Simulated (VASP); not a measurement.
These are PBE GGA + U (Dudarev), VASP's PBE PAW potentials (set 64) (plane waves; VASP) values and carry that method's errors.

VASP input:

### POSCAR
```
Ni3Fe
1
    3.6210000000     0.0000000000     0.0000000000
    0.0000000000     3.6210000000     0.0000000000
    0.0000000000     0.0000000000     3.6210000000
Fe Ni
1 3
Direct
  0.0000000000   0.0000000000   0.0000000000
  0.0000000000   0.5000000000   0.5000000000
  0.5000000000   0.0000000000   0.5000000000
  0.5000000000   0.5000000000   0.0000000000
```

KPOINTS:
```
Automatic
0
G
 8 8 8
0 0 0
```

### INCAR
```
# general
SYSTEM   =Ni3Fe
PREC     =Accurate
ENCUT    =400
LREAL    =.False.
LASPH    =.True.

# electronic loop
EDIFF    =1E-6
NELM     =100
ALGO     =Normal
LMAXMIX  =4

# smearing
ISMEAR   =1
SIGMA    =0.1

# functional
GGA      =PE

# spin
ISPIN    =2
MAGMOM   =3.0 0.7 0.7 0.7

# DFT+U
LDAU     =.True.
LDAUTYPE =2
LDAUL    =2 2
LDAUU    =3.0 3.0
LDAUJ    =0 0
LDAUPRINT=1

# ions
ISIF     =2

# output
LWAVE    =.False.
LCHARG   =.False.
LORBIT   =10
```

POTCAR, in this order: Fe Ni (PBE.64 set). Program: vasp_std.

What VASP printed:

OUTCAR:
```
 ion  position               nearest neighbor table
   1  0.000  0.000  0.000-   2 2.56   3 2.56   4 2.56   2 2.56   3 2.56   2 2.56   4 2.56   2 2.56
                             3 2.56   4 2.56   3 2.56   4 2.56
   2  0.000  0.500  0.500-   1 2.56   3 2.56   4 2.56   1 2.56   4 2.56   1 2.56   3 2.56   1 2.56
                             3 2.56   4 2.56   4 2.56   3 2.56
   3  0.500  0.000  0.500-   1 2.56   2 2.56   4 2.56   1 2.56   4 2.56   2 2.56   4 2.56   4 2.56
                             1 2.56   2 2.56   1 2.56   2 2.56
   4  0.500  0.500  0.000-   1 2.56   2 2.56   3 2.56   2 2.56   3 2.56   1 2.56   3 2.56   3 2.56
                             1 2.56   2 2.56   2 2.56   1 2.56
  LATTYP: Found a simple cubic cell.
 ALAT       =     3.6210000000
 Subroutine PRICEL returns:
 Original cell was already a primitive cell.
 Subroutine GETGRP returns: Found 48 space group operations
The static configuration has the point symmetry O_h .
The dynamic configuration has the point symmetry O_h .
The overall configuration has the point symmetry O_h .
 Subroutine INISYM returns: Found 48 space group operations
 Subroutine IBZKPT returns following result:
 Found     35 irreducible k-points:

 Following reciprocal coordinates:
            Coordinates               Weight
  0.000000  0.000000  0.000000      1.000000
  0.125000  0.000000  0.000000      6.000000
...
```

**OSZICAR**
```
       N       E                     dE             d eps       ncg     rms          rms(c)
DAV:   1     0.222772018120E+03    0.22277E+03   -0.14790E+04  3752   0.167E+03
DAV:   2    -0.720265663492E+01   -0.22997E+03   -0.22129E+03  3650   0.324E+02
DAV:   3    -0.201453102898E+02   -0.12943E+02   -0.12350E+02  3818   0.108E+02
DAV:   4    -0.203081720357E+02   -0.16286E+00   -0.16260E+00  3864   0.125E+01
DAV:   5    -0.203127122739E+02   -0.45402E-02   -0.45398E-02  4996   0.172E+00    0.195E+01
DAV:   6    -0.207930430751E+02   -0.48033E+00   -0.40655E+01  4076   0.132E+02    0.407E+01
DAV:   7    -0.188415042414E+02    0.19515E+01   -0.23105E+01  4210   0.109E+02    0.189E+01
DAV:   8    -0.170658929310E+02    0.17756E+01   -0.54086E+00  4606   0.522E+01    0.577E+00
DAV:   9    -0.171692185238E+02   -0.10333E+00   -0.10048E+00  4770   0.157E+01    0.242E+00
DAV:  10    -0.171640513893E+02    0.51671E-02   -0.18114E-01  5218   0.612E+00    0.164E+00
DAV:  11    -0.171757124648E+02   -0.11661E-01   -0.38125E-02  4426   0.262E+00    0.121E+00
DAV:  12    -0.171773067796E+02   -0.15943E-02   -0.10157E-02  5276   0.271E+00    0.470E-01
DAV:  13    -0.171802450442E+02   -0.29383E-02   -0.51414E-03  5194   0.876E-01    0.197E-01
DAV:  14    -0.171813749963E+02   -0.11300E-02   -0.13458E-03  5300   0.723E-01    0.706E-02
DAV:  15    -0.171814538643E+02   -0.78868E-04   -0.35752E-04  3984   0.188E-01    0.482E-02
DAV:  16    -0.171814662807E+02   -0.12416E-04   -0.24562E-05  4432   0.598E-02    0.192E-02
DAV:  17    -0.171814697339E+02   -0.34532E-05   -0.10193E-05  4606   0.465E-02    0.145E-02
DAV:  18    -0.171814692167E+02    0.51717E-06   -0.33850E-06  3310   0.409E-02
   1 F= -.17181469E+02 E0= -.17181493E+02  d E =0.727660E-04  mag=     5.4137
```

**OUTCAR**
```
------------------------ aborting loop because EDIFF is reached ----------------------------------------
  FORCE on cell =-STRESS in cart. coord.  units (eV):
  Direction    XX          YY          ZZ          XY          YZ          ZX
  --------------------------------------------------------------------------------------
  Total       -3.4196092     -3.4196092     -3.4196092      0.0000000      0.0000000     -0.0000000
  in kB     -115.3988514   -115.3988514   -115.3988514      0.0000000      0.0000000     -0.0000000
  external PRESSURE =    -115.3988514 kB  Pullay stress =       0.0000000 kB
  volume of cell :       47.48
      direct lattice vectors                 reciprocal lattice vectors
     3.621000000  0.000000000  0.000000000     0.276166805  0.000000000  0.000000000
     0.000000000  3.621000000  0.000000000     0.000000000  0.276166805  0.000000000
     0.000000000  0.000000000  3.621000000     0.000000000  0.000000000  0.276166805
 POSITION                                       TOTAL-FORCE (eV/Angst)
 -----------------------------------------------------------------------------------
      0.00000      0.00000      0.00000         0.000000      0.000000      0.000000
      0.00000      1.81050      1.81050         0.000000      0.000000      0.000000
      1.81050      0.00000      1.81050         0.000000      0.000000      0.000000
      1.81050      1.81050      0.00000         0.000000      0.000000      0.000000
 -----------------------------------------------------------------------------------
    total drift:                                0.000000     -0.000000     -0.000000
  FREE ENERGIE OF THE ION-ELECTRON SYSTEM (eV)
  ---------------------------------------------------
  free  energy   TOTEN  =       -17.1814692167 eV

  energy  without entropy=      -17.1815419827  energy(sigma->0) =      -17.18149347

 total charge

# of ion       s       p       d       tot
------------------------------------------
    1        0.464   0.456   5.966   6.886
    2        0.470   0.438   8.414   9.322
    3        0.470   0.438   8.414   9.322
    4        0.470   0.438   8.414   9.322
--------------------------------------------------
tot          1.874   1.771  31.208  34.853

 magnetization (x)

# of ion       s       p       d       tot
------------------------------------------
    1        0.018  -0.008   3.440   3.450
    2       -0.021  -0.057   0.787   0.709
    3       -0.021  -0.057   0.787   0.709
    4       -0.021  -0.057   0.787   0.709
--------------------------------------------------
tot         -0.046  -0.179   5.801   5.576
```
(Selected blocks of OUTCAR.)

The compound is Ni3Fe in the L1_2 structure. The cell was not relaxed at this level. The run is one of a series of settings (LDAU = .TRUE., LDAUJ = 0 0, LDAUL = 2 2, LDAUTYPE = 2, LDAUU = 3.0 3.0 against the base run), some of them coarse on purpose.
